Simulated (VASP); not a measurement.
```
CELL_PARAMETERS angstrom
      4.15019     0.00000     0.00000
      0.00000     4.15019     0.00000
      0.00000     0.00000     4.15019
ATOMIC_POSITIONS crystal
  Sc 0.00000 0.00000 0.00000
  Al 0.00000 0.50000 0.50000
  Al 0.50000 0.00000 0.50000
  Al 0.50000 0.50000 0.00000
```

All values below come from PW91 GGA, VASP's PBE PAW potentials (set 64) (plane waves; VASP). Numerical set-up: 520 eV cut-off, 8×8×8 Γ-centred mesh, first-order Methfessel-Paxton smearing of 0.10 eV, potentials Sc_sv Al.

### Question
Give the stress tensor in GPa (positive for a compressed cell).

### Answer

```
-2.41   0.00   0.00
 0.00  -2.41   0.00
 0.00   0.00  -2.41
```
The pressure is its mean diagonal, -2.41 GPa.

The compound is Al3Sc in the L1_2 structure. This cell is one point of a volume scan, at 1.03 of the reference volume.
